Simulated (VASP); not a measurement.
Given:

```
Pb
1.0
    0.00000     2.44449     2.44449
    2.44449     0.00000     2.44449
    2.44449     2.44449     0.00000
Pb
1
Direct
  0.00000   0.00000   0.00000
```

Calculation: LDA (Ceperley-Alder, Perdew-Zunger), VASP's LDA PAW potentials (set 64) (plane waves; VASP 6.6.1). Settings: 400 eV cut-off, Gaussian smearing of 0.050 eV, potentials Pb_d.

Unless said otherwise, spin-orbit coupling is left out, though it shifts the bands of the heavy elements here.

Task: What does the run give for the band gap (along the path) with the smallest direct gap where there is one?

Result: 
The band gap (along the path) is none (metal, semimetal or under 0.01 eV).

Total energies compare only between runs with the same potentials, cut-off and functional.

The compound is Pb in the fcc structure. It was relaxed first.
